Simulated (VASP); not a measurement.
Consider the following.

```xyz
2
Lattice="0.0000 2.0073 2.0073 2.0073 0.0000 2.0073 2.0073 2.0073 0.0000" Properties=species:S:1:pos:R:3 pbc="T T T"
Li     0.0000     0.0000     0.0000
F      2.0073     2.0073     2.0073
```

Method: HSEsol screened hybrid, VASP's PBE PAW potentials (set 64) (plane waves; VASP). Run with 520 eV cut-off, 8×8×8 Γ-centred mesh, Gaussian smearing of 0.050 eV, potentials Li_sv F.

Question: What does the run give for the energy per atom (σ→0), pressure, band gap (on the k-mesh) with the smallest direct gap where there is one?

Answer: 
* **band gap (on the k-mesh)**: 11.36 eV
* **smallest direct gap (on the k-mesh)**: 11.36 eV
* **energy per atom (σ→0)**: -5.797 eV/atom
* **pressure**: -2.75 GPa

The compound is LiF in the rock salt structure. This cell is one point of a volume scan, at 0.97 of the reference volume. The cell's shape comes from a PBE relaxation.
